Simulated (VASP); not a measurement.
Crystal: Rb3Na.

```xyz
4
Lattice="6.7606 0.0000 0.0000 0.0000 6.7606 0.0000 0.0000 0.0000 6.7606" Properties=species:S:1:pos:R:3 pbc="T T T"
Rb    0.0000    3.3803    3.3803
Rb    3.3803    0.0000    3.3803
Rb    3.3803    3.3803    0.0000
Na    0.0000    0.0000    0.0000
```

The cell comes from a database or a generator and needn't be the stable form of this composition.

| Item | Value |
| --- | --- |
| Program | VASP 6.6.1 |
| Task | relaxation of cell and atoms |
| Functional | LDA |
| Potentials or basis | VASP PAW LDA potentials, release 64 (Rb_sv, Na_pv) |
| Cutoff | 600 eV |
| k mesh | 4 × 4 × 4 |
| Occupations | fermi-dirac, width 0.1 eV |
| Spin | no spin polarisation |

At the start: pressure -0.5 GPa; volume 77.25 Å³/atom.

How do energy, volume and symmetry change on relaxing?

Over 4 steps the energy falls by 23.5 meV/atom and the volume is 64.43 Å³/atom (-16.6 %); space group Pm-3m (No. 221, to 0.05 Å).

The path:
| step | energy change (eV) | largest force (eV/Å) | pressure (GPa) | volume (Å³) |
| --- | --- | --- | --- | --- |
| 1 | 0.0000 | 0.0000 | -0.52 | 309.00 |
| 2 | -0.0336 | 0.0000 | -0.45 | 297.91 |
| 3 | -0.0903 | 0.0000 | -0.13 | 267.86 |
| 4 | -0.0941 | 0.0000 | 0.01 | 257.70 |

Final structure:
```
Rb Na
1.0
     6.36367    0.00000    0.00000
     0.00000    6.36367    0.00000
     0.00000    0.00000    6.36367
Rb Na
3 1
Cartesian
  0.0000 3.1818 3.1818
  3.1818 0.0000 3.1818
  3.1818 3.1818 0.0000
  0.0000 0.0000 0.0000
```

Caveat: the volume moved by over 15 % at a fixed basis, so the end points are rough.
